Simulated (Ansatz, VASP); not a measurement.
# PtS2 in two plane-wave programs

Aim: how closely do two programs agree when they are given the same cell, functional and k mesh? The structure shown is the start of the Ansatz relaxation below; VASP solves that cell, so the two are compared at the walk's first step.

Main program and level: Ansatz 0.2.0; plane waves, with VASP 6.6.1 beside it; single point at PBE.

## (1) Set-up

The cell holds 3 atoms: 1 Pt and 2 S. Cell: a = 3.485 Å, b = 3.459 Å, c = 30.000 Å, α = 90.0°, β = 90.0°, γ = 120.2°. Vacuum lies along c.

## (2) Ansatz: relaxation, PBE

Ansatz runs on its PAW soft_1 files.

The two programs are compared at the cell with which this relaxation starts, whose forces are those of its first step.

The input, input.yaml:

```yaml
crystal:
  lattice:
    - [3.485238871, 0.0, 0.0]
    - [-1.7426194355, 2.9881223465, 0.0]
    - [0.0, 0.0, 30.0]
  atoms:
    - { symbol: Pt, position: [0.3333333333, 0.6666666667, 0.3333333333] }
    - { symbol: S, position: [0.6666666667, 0.3333333333, 0.3796361141] }
    - { symbol: S, position: [0.6666666667, 0.3333333333, 0.2870305526] }
  periodic: [true, true, false]
kpoints:
  mp_grid: { grid: [15, 15, 1] }
hamiltonian:
  xc: pbe
  pseudopotentials: { kind: paw, azcp: { folder: soft_1 } }
scf:
  occupations: { method: methfessel_paxton, width: 0.2 }
output:
  forces: true
  stress: true
  eigenvalues: true
relax:
  adjacent_minimum: "off"
  f_tol: 0.001
  max_steps: 60
```

On the command line:

```console
$ ansatz run input.yaml --threads 4 --pin off --max-ram 16384MiB --backend cpu --events-out ev --progress --plain --runs-dir out
```

Numbers of over 12 decimals in the logs are rounded to 6 here.

The program printed:

```text
Warning: output.stress: scf.convergence.dr2_threshold = 1e-9 eV (the default of a walk held to its f_tol) is looser than the 3e-10 eV advised for a printed stress (1e-10 eV for each atom of the cell: 3). What an SCF threshold leaves in a stress goes as its square root, and in the free energy as the threshold itself, and one threshold admits the most on a small cell: [figures from the program's tests cut] Every solve  [...]
Engine: ansatz 0.2.0, aarch64-unknown-linux-gnu
Pseudopotentials: kind: paw
Pseudopotential: Pt, paw, valence charge 18, recommended cutoff 420 eV (normal), soft_1/Pt.paw.azcp
Pseudopotential: S, paw, valence charge 6, recommended cutoff 420 eV (normal), soft_1/S.paw.azcp
Functional definition: PBE
  parameter kappa = 0.804
  parameter beta = 0.066725
  exchange = pbe_x(kappa = kappa, mu = beta*pi^2/3)
  correlation = pbe_c(beta = beta)
Crystal: 3 atoms, lattice volume = 312.430 Å³
Basis set: ecut = 420 eV, 6081 PW (Γ), exchange–correlation on 48×48×432 points (8 copies of the dense FFT grid, shifted against one another)
Bands: 19, of which v1, the nominal top of the filled ones, is band 15 counted from 1 (14 counted from 0)
Symmetry: 4 space group operations
Space group: Amm2 (ITA 38), of the structure as read, at distance tolerance 6.8e-5 Å
k-points: 64 of 225 (time reversal used)
Non-local potential: Pt, projectors of the file, l = 0: 3, l = 1: 2, l = 2: 2, l = 3: 1
Non-local potential: S, projectors of the file, l = 0: 2, l = 1: 2, l = 2: 1
PAW form: soft (Blöchl's): semilocal exchange-correlation on the pseudo side does not see the compensation charge
PAW one-centre angular grid: Pt, 590 points (default); XC on 64 Gauss nodes
PAW one-centre angular grid: S, 110 points (default); XC on 64 Gauss nodes
Initial density: superposition of atomic densities (neutral atoms: chi_scale 0, normalization atom)
Initial wavefunctions: pseudopotential atomic-orbital guess
Functional: x = pbe(κ = 0.804, μ = 0.219515), c = pbe(β = 0.066725)
SCF iter   1: F=—  HF=-14329.162237 eV  |F-HF|=—  |Δ(HF+E_count)|=         —  Δρ=3.83e-2  dr2=6.12e0  ethr=3.10e-3  ⟨swp⟩=15.6  Hψ=11841  notcnv=0
preconditioner: auto → LDOS  [metal: Δε(μ)=0.006 eV  Ē_g=8.629 eV  σ=0.200 eV  W_gap=0.02  n_scr=16 (ndim 8)  ℏωp=9.9 eV  f_vac=0.777  D(μ)=2.99/eV (n_scr^D=12)  β→1.0]
SCF iter   2: F=—  HF=-14328.317063 eV  |F-HF|=—  |Δ(HF+E_count)|=   8.45e-1  S|Δr|=    0.00e0  Δρ=1.17e-2  dr2=7.85e-1  ethr=3.10e-3  ⟨swp⟩=3.1  Hψ=3305  notcnv=0
SCF iter   3: F=—  HF=-14328.211086 eV  |F-HF|=—  |Δ(HF+E_count)|=   1.06e-1  S|Δr|=    0.00e0  Δρ=7.60e-3  dr2=2.34e-1  ethr=2.62e-3  ⟨swp⟩=4.4  Hψ=3722  notcnv=0
SCF iter   4: F=—  HF=-14328.146894 eV  |F-HF|=—  |Δ(HF+E_count)|=   6.42e-2  S|Δr|=    0.00e0  Δρ=1.39e-3  dr2=1.60e-2  ethr=7.81e-4  ⟨swp⟩=3.4  Hψ=3260  notcnv=0
SCF iter   5: F=—  HF=-14328.144585 eV  |F-HF|=—  |Δ(HF+E_count)|=   2.31e-3  S|Δr|=    0.00e0  Δρ=3.20e-4  dr2=1.40e-4  ethr=5.34e-5  ⟨swp⟩=3.4  Hψ=2735  notcnv=0
SCF iter   6: F=—  HF=-14328.144767 eV  |F-HF|=—  |Δ(HF+E_count)|=   1.82e-4  S|Δr|=    0.00e0  Δρ=4.72e-5  dr2=6.59e-6  ethr=4.66e-7  ⟨swp⟩=3.7  Hψ=3014  notcnv=0
SCF iter   7: F=—  HF=-14328.144894 eV  |F-HF|=—  |Δ(HF+E_count)|=   1.26e-4  S|Δr|=    0.00e0  Δρ=1.29e-5  dr2=7.59e-7  ethr=2.20e-8  ⟨swp⟩=3.4  Hψ=2859  notcnv=0
SCF iter   8: F=-14328.144894 eV  HF=-14328.144894 eV  |F-HF|=9.54e-8  |Δ(HF+E_count)|=   1.20e-7  S|Δr|=    0.00e0  Δρ=3.95e-6  dr2=6.67e-8  ethr=3.33e-10  ⟨swp⟩=17.8  Hψ=9866  notcnv=0
SCF 1 converged in 8 iterations: F = -14328.144894 eV  dr2 = 6.67e-8
  greatest PAW one-centre occupation: 1.000 electrons in one spin orbital (limit 2), on the Pt atom at site 0 (counted from 0), in its partial waves of l = 0
relax step   1: F+E_penalty+E_count = -14328.14489393 eV  Δ(F+E_penalty+E_count) = +0.000e0 eV  max|allowed force component| = 1.229e-1 eV/Å  Δτ_max = 0.0000 Å  (8 SCF iters, dr2 threshold 1.00e-7 eV, accepted)
[...]
relax step   5: F+E_penalty+E_count = -14328.10090389 eV  Δ(F+E_penalty+E_count) = +4.781e-2 eV  max|allowed force component| = 4.862e-1 eV/Å  Δτ_max = 0.1698 Å  (6 SCF iters, dr2 threshold 1.11e-5 eV, rejected (line search))
[...]
relax step   6: F+E_penalty+E_count = -14328.14984701 eV  Δ(F+E_penalty+E_count) = -1.138e-3 eV  max|allowed force component| = 9.722e-2 eV/Å  Δτ_max = 0.0112 Å  (7 SCF iters, dr2 threshold 1.00e-7 eV, accepted)
[...]
relax step   7: F+E_penalty+E_count = -14328.15173980 eV  Δ(F+E_penalty+E_count) = -1.893e-3 eV  max|allowed force component| = 2.718e-2 eV/Å  Δτ_max = 0.0362 Å  (5 SCF iters, dr2 threshold 8.04e-6 eV, accepted)
[...]
relax step   8: F+E_penalty+E_count = -14328.15194812 eV  Δ(F+E_penalty+E_count) = -2.083e-4 eV  max|allowed force component| = 4.745e-4 eV/Å  Δτ_max = 0.0088 Å  (5 SCF iters, dr2 threshold 5.78e-8 eV, accepted)
[...]
relax step   9: F+E_penalty+E_count = -14328.15194813 eV  Δ(F+E_penalty+E_count) = -7.260e-9 eV  max|allowed force component| = 4.593e-4 eV/Å  Δτ_max = 0.0000 Å  (4 SCF iters, accepted)
SCF converged after 4 iterations
Stability not checked: this state was not tested for a lower state beside it, because cold or Methfessel-Paxton smearing, or corrected tetrahedra, fill the levels in a way that the test cannot read (fill_not_monotonic; see scf.lower_state_search)
Free energy (F): -14328.151948 eV
Harris-Foulkes:  -14328.151948 eV  (|F-HF|=1.60e-10)
Internal energy: -14328.149673 eV  (E = F + TS)
E sigma→0 (E₀):  -14328.151379 eV
Entropy (-TS):   -0.002275 eV (-0.758 meV/atom)
Fermi energy:    -5.241329 eV
Step filling:    the computed levels leave a gap of 0.0235 eV = 0.1 smearing widths at the electron count; against every level under it full and every level over it empty, smearing changes F+E_penalty+E_count by -2.096 meV and its σ→0 estimate by -1.527 meV
--- Per-component energies (eV) ---
  E_band       = -797.854843
  E_kinetic    = 803.624113
  E_local      = -51946.760072  (includes V_loc(G=0)·N_el)
  E_nonlocal   = 273.034869
  E_hartree    = 25421.076132
  E_xc         = -407.447496
  E_vxc        = -433.237927  (∫ρ·V_xc dr)
  E_paw        = -10700.688960  (= ΣΔE_a)
  E_vpaw       = -336.669292  (= ΣTr[D̂ρ^β])
  E_aug_tail   = 0.001110  (compensation charges beyond the density's cutoff)
  E_ewald      = 22229.010631
  E_smearing   = -0.002275  (= −TS)
  E_closure    = 0.000000  (closes the sum)
  Σ components = -14328.151948   (vs F -14328.151948, Δ=0.00e0)
--- Forces (eV/Å), atoms counted from 1 ---
  atom   1  Pt     0.00000000     0.00000664     0.00000000
  atom   2  S      0.00000000    -0.00000363     0.00045929
  atom   3  S      0.00000000    -0.00000363    -0.00045929
  max |Σ_I F_I| component: 6.08e-7 eV/Å
--- 2D stress c σ (N/m, compression-positive) ---
        0.972397       0.000000       0.000000
        0.000000       0.358644       0.000000
        0.000000       0.000000       0.000000
  P = ½ c Tr σ = 0.6655 N/m
--- Band table (eV; the first three rows and the last of 64) ---
  k-point 0: bands = [... 11 lower, -7.5800, -6.8265, -5.2385, -4.7601, -4.3990, -4.3053, -1.9698, -0.4193]
  k-point 1: bands = [... 11 lower, -7.6259, -6.7708, -5.3553, -4.8399, -4.4921, -4.3559, -1.7085, -0.3474]
  k-point 2: bands = [... 11 lower, -7.7663, -6.6956, -5.5577, -5.0601, -4.8978, -4.2394, -1.1143, -0.1354]
  k-point 63: bands = [... 11 lower, -8.8564, -7.6581, -7.5639, -5.8831, -5.0338, -3.6167, -0.3571, 1.5316]
--- Relaxed structure (9 steps of the walk, 8 accepted, 0 SCFs on fresh bases) ---
  F+E_penalty+E_count = -14328.15194813 eV   max|allowed force component| = 4.593e-4 eV/Å
  cell:  # Å, volume = 312.4296 Å³
    - [3.485238871, 0.0, 0.0]
    - [-1.7426194355, 2.9881223465, 0.0]
    - [0.0, 0.0, 30.0]
  atoms:
    - { symbol: Pt, position: [0.320270, 0.640541, 0.333333] }
    - { symbol: S, position: [0.673198, 0.346396, 0.379991] }
    - { symbol: S, position: [0.673198, 0.346396, 0.286676] }
```

Reading the cycles: dr2 is the Hartree energy of the density residual (eV), the measure of convergence; HF is the Harris–Foulkes estimate of the energy, which meets the free energy F at convergence.

## (3) VASP: single point, PBE, start cell, pair 1

The same cell, functional, mesh and smearing now go to VASP, with its own data sets.

Lines of VASP's logs that name or quote its potential files are left out, and so is its time.

The input, INCAR:

```
SYSTEM = PtS2
PREC = Accurate
ENCUT = 400
EDIFF = 1E-06
NELM = 120
ISMEAR = 1
SIGMA = 0.2
LREAL = .FALSE.
ALGO = Normal
GGA = PE
NBANDS = 17
LASPH = .TRUE.
LORBIT = 11
LWAVE = .FALSE.
LCHARG = .FALSE.
ISIF = 2
LDIPOL = .TRUE.
IDIPOL = 3
DIPOL = 0.5 0.5 0.333
LVHAR = .TRUE.
GGA_COMPAT = .FALSE.
NELMDL = -8
KPAR = 2
```

The input, POSCAR:

```
PtS2
1.0
    3.4852388710      0.0000000000      0.0000000000
   -1.7426194355      2.9881223465      0.0000000000
    0.0000000000      0.0000000000     30.0000000000
Pt S
1 2
Direct
    0.3333334062      0.6666668125      0.3333333333
    0.6666667030      0.3333334062      0.3796360999
    0.6666667030      0.3333334062      0.2870305666
```

The input, KPOINTS:

```
Automatic mesh
0
Gamma
15 15 1
0 0 0
```

PAW data sets: Pt and S (PBE family, release 64).

On the command line:

```console
$ mpirun -np 2 vasp_std
```

The program printed:

```text
[banner, memory and clock lines left out]
running    2 mpi-ranks, on    1 nodes
 distrk:  each k-point on    1 cores,    2 groups
 distr:  one band on    1 cores,    1 groups

 POSCAR found type information on POSCAR PtS
 POSCAR found :  2 types and       3 ions
 LDA part: xc-table for (Slater+PW92), standard interpolation
 POSCAR, INCAR and KPOINTS ok, starting setup
 FFT: planning ... GRIDC
 FFT: planning ... GRID_SOFT
 FFT: planning ... GRID
 WAVECAR not read
 entering main loop
       N       E                     dE             d eps       ncg     rms          rms(c)
DAV:   1     0.163697844925E+03    0.16370E+03   -0.62864E+03  2176   0.751E+02
DAV:   2     0.336892402476E+01   -0.16033E+03   -0.15280E+03  3680   0.156E+02
DAV:   3    -0.143583729953E+02   -0.17727E+02   -0.17543E+02  2719   0.666E+01
DAV:   4    -0.146975571303E+02   -0.33918E+00   -0.33709E+00  3043   0.109E+01
DAV:   5    -0.147047757877E+02   -0.72187E-02   -0.72145E-02  3003   0.154E+00
DAV:   6    -0.147050652440E+02   -0.28946E-03   -0.28945E-03  3260   0.277E-01
DAV:   7    -0.147050720888E+02   -0.68448E-05   -0.68448E-05  3033   0.362E-02
DAV:   8    -0.147050724480E+02   -0.35928E-06   -0.35895E-06  2823   0.720E-03    0.185E+01
DAV:   9    -0.140617853721E+02    0.64329E+00   -0.88614E+00  2967   0.231E+01    0.137E+01
DAV:  10    -0.138470697966E+02    0.21472E+00   -0.36876E+00  2706   0.186E+01    0.504E+00
DAV:  11    -0.136590710046E+02    0.18800E+00   -0.54849E-01  2598   0.620E+00    0.641E-01
DAV:  12    -0.136561649407E+02    0.29061E-02   -0.46891E-02  2803   0.156E+00    0.229E-01
DAV:  13    -0.136563688463E+02   -0.20391E-03   -0.21108E-03  2885   0.334E-01    0.172E-01
DAV:  14    -0.136564657465E+02   -0.96900E-04   -0.33463E-04  2814   0.165E-01    0.113E-01
DAV:  15    -0.136564613618E+02    0.43848E-05   -0.14153E-04  2841   0.913E-02    0.703E-02
DAV:  16    -0.136564551627E+02    0.61991E-05   -0.35515E-05  2998   0.435E-02    0.347E-02
DAV:  17    -0.136564546994E+02    0.46331E-06   -0.22612E-06  2374   0.868E-03
   1 F= -.13656455E+02 E0= -.13655823E+02  d E =-.189445E-02
```

Parts of OUTCAR (step 3):

```text
ion  position               nearest neighbor table
   1  0.333  0.667  0.333-   2 2.43   3 2.43   2 2.44   2 2.44   3 2.44   3 2.44
   2  0.667  0.333  0.380-   1 2.43   1 2.44   1 2.44   3 2.78
   3  0.667  0.333  0.287-   1 2.43   1 2.44   1 2.44   2 2.78

  LATTYP: Found a base centered orthorhombic cell.
 ALAT       =     3.4852388710
 B/A-ratio  =     1.7147302995
 C/A-ratio  =     8.6077313809

 Subroutine GETGRP returns: Found  4 space group operations
 (whereof  2 operations were pure point group operations)

The static configuration has the point symmetry C_1h.
 The point group associated with its full space group is C_2v.

 Found     64 irreducible k-points:

   k-points           NKPTS =     64   k-points in BZ     NKDIM =     64   number of bands    NBANDS=     17

   dimension x,y,z NGX =    24 NGY =   24 NGZ =  196
   dimension x,y,z NGXF=    48 NGYF=   48 NGZF=  392

   ENCUT  =  400.0 eV  29.40 Ry    5.42 a.u.   5.68  5.64 48.92*2*pi/ulx,y,z

   NELECT =      22.0000    total number of electrons

 k-points in reciprocal lattice and weights: Automatic mesh
   0.00000000  0.00000000  0.00000000       0.004
   0.06666667  0.00000000  0.00000000       0.018
   0.13333333  0.00000000  0.00000000       0.018
   0.20000000  0.00000000  0.00000000       0.018
   0.26666667  0.00000000  0.00000000       0.018
   0.33333333  0.00000000  0.00000000       0.018
   0.40000000  0.00000000  0.00000000       0.018
   0.46666667  0.00000000  0.00000000       0.018
   0.00000000  0.06666667  0.00000000       0.009
[...]
0.00000000  0.46666667  0.00000000       0.009
   0.06666667  0.46666667  0.00000000       0.009

 dipolmoment           0.000000      0.000000      0.000009 electrons x Angstroem

 average (electrostatic) potential at core
       1 -77.8863       2 -95.6740       3 -95.6740

 E-fermi :  -3.0289

 k-point     1 :       0.0000    0.0000    0.0000
  band No.  band energies     occupation
    ...
      5      -8.4512      2.00000
      6      -7.7158      2.00000
      7      -7.7053      2.00000
      8      -5.4381      2.00000
      9      -4.6708      2.00000
     10      -2.7531     -0.06501
     11      -2.6887     -0.03700
     12      -2.3411     -0.00001
     13      -2.3021     -0.00000
     14       0.0611     -0.00000
    ...

 k-point     2 :       0.0667    0.0000    0.0000
  band No.  band energies     occupation
    ...
      5      -8.4119      2.00000
      6      -7.7618      2.00000
      7      -7.7460      2.00000
      8      -5.5001      2.00000
      9      -4.6197      2.00000
     10      -2.8707      0.02448
     11      -2.6437     -0.02013
     12      -2.5140     -0.00165
     13      -2.4055     -0.00010
     14       0.3249     -0.00000
    ...

 k-point     3 :       0.1333    0.0000    0.0000
  band No.  band energies     occupation
    ...
      6      -7.8862      2.00000
      7      -7.8535      2.00000
      8      -5.6875      2.00000
      9      -4.5446      2.00000
     10      -3.1161      1.66597
     11      -2.8974      0.11173
     12      -2.6705     -0.02946
     13      -2.4878     -0.00088
     14       0.9305     -0.00000
     15       1.9658      0.00000
    ...

  Total        0.2095843      0.5331967      0.2198150      0.0000000      0.0000000      0.0000000
  in kB        1.0747738      2.7342983      1.1272385      0.0000000      0.0000000      0.0000000
  external PRESSURE =       1.6454369 kB  Pullay stress =       0.0000000 kB

  energy-cutoff  :      400.00
  volume of cell :      312.43
      direct lattice vectors                 reciprocal lattice vectors
     3.485238871  0.000000000  0.000000000     0.286924379  0.167329159  0.000000000
    -1.742619435  2.988122346  0.000000000     0.000000000  0.334658319  0.000000000
     0.000000000  0.000000000 30.000000000     0.000000000  0.000000000  0.033333333

 POSITION                                       TOTAL-FORCE (eV/Angst)
 -----------------------------------------------------------------------------------
     -0.00000      1.99208     10.00000        -0.000000     -0.049628      0.000000
      1.74262      0.99604     11.38908         0.000000      0.024814      0.081882
      1.74262      0.99604      8.61092         0.000000      0.024814     -0.081882
 -----------------------------------------------------------------------------------
    total drift:                                0.000001     -0.000127      0.000134

  FREE ENERGIE OF THE ION-ELECTRON SYSTEM (eV)
  ---------------------------------------------------
  free  energy   TOTEN  =       -13.6564546994 eV

  energy  without entropy=      -13.6545602505  energy(sigma->0) =      -13.65582322

 vacuum level on the upper side and lower side of the slab         2.142         2.142

 total charge
# of ion       s       p       d       tot
------------------------------------------
    1        0.639   0.683   8.023   9.345
    2        1.379   2.195   0.000   3.574
    3        1.379   2.195   0.000   3.574
--------------------------------------------------
tot          3.396   5.074   8.023  16.494

[... 3 further parts left out ...]
```

The run ends at a pressure of 0.16 GPa, with forces up to 0.086 eV/Å.

## (4) Differences

Known differences besides the potentials themselves: Ansatz cuts the interaction across the vacuum, VASP repeats the sheet with a dipole correction; the data sets hold 30 valence electrons in Ansatz (on its PAW soft_1 files) and 22 in VASP; the cutoff is 420 eV in Ansatz and 400 eV in VASP. Total energies have different zeros and are not compared.

Forces (eV/Å; atoms numbered as in POSCAR):

```csv
atom,"Ansatz x, y, z","VASP x, y, z"
Pt1,"0.000, -0.051, 0.000","0.000, -0.050, 0.000"
S2,"0.000, 0.026, 0.123","0.000, 0.025, 0.082"
S3,"0.000, 0.026, -0.123","0.000, 0.025, -0.082"
```

The forces differ by 19 meV/Å r.m.s., which is 44.4 % of the r.m.s. force of 0.044 eV/Å (both taken over all components). With vacuum in the cell, a pressure given here is an average over mostly empty space and none of the material.

## (5) Further runs

Further runs change the set-up of one program: Ansatz's method, potentials or start, or VASP's data sets, cutoff or form of LDA. The table gives that difference for each run.

```csv
run,r.m.s. force difference (meV/Å)
as above,19
VASP with the data sets Pt_sv_GW and S and a cutoff of 430 eV,8.0
```

## (6) Ansatz: relaxation, PBE

The two programs are compared at the cell with which this relaxation starts, whose forces are those of its first step.

The structure compared here is the start of the Ansatz relaxation; VASP solves that cell, so the two are compared at the walk's first step.

input.yaml, as its differences from that of step 2:

```diff
@@ -3,3 +3,3 @@
     - [3.485238871, 0.0, 0.0]
-    - [-1.7426194355, 2.9881223465, 0.0]
+    - [-1.7426194355, 3.0484884545, 0.0]
     - [0.0, 0.0, 30.0]
```

On the command line:

```console
$ ansatz run input.yaml --threads 4 --pin off --max-ram 16384MiB --backend cpu --events-out ev --progress --plain --runs-dir out
```

The program printed:

```text
[...]
Crystal: 3 atoms, lattice volume = 318.741 Å³
Basis set: ecut = 420 eV, 6215 PW (Γ), exchange–correlation on 48×48×432 points (8 copies of the dense FFT grid, shifted against one another)
Bands: 19, of which v1, the nominal top of the filled ones, is band 15 counted from 1 (14 counted from 0)
Symmetry: 4 space group operations
[...]
--- Relaxed structure (10 steps of the walk, 9 accepted, 0 SCFs on fresh bases) ---
  F+E_penalty+E_count = -14328.15276004 eV   max|allowed force component| = 9.011e-5 eV/Å
  cell:  # Å, volume = 318.7413 Å³
    - [3.485238871, 0.0, 0.0]
    - [-1.7426194355, 3.0484884545, 0.0]
    - [0.0, 0.0, 30.0]
  atoms:
    - { symbol: Pt, position: [0.343726, 0.687453, 0.333333] }
    - { symbol: S, position: [0.661470, 0.322940, 0.379280] }
    - { symbol: S, position: [0.661470, 0.322940, 0.287387] }
[key lines of the parts left out:]
SCF converged after 3 iterations
Free energy (F): -14328.152760 eV
Fermi energy:    -5.196976 eV
P = ½ c Tr σ = -0.1156 N/m
```

(Part 1 of 2 ends here.)

[Lines on the potential files, build, host, timing and source positions are cut from VASP's logs without a mark.]

[Logs are printed without paths, hosts, clocks, repeated set-up lines and the standing remarks that a program may print on its own settings, such as how far it seeks lower states.]

[Hosts, paths, dates, database ids (printed as entryN), source tags and the programs' standing remarks are cut or masked in the printed files.]
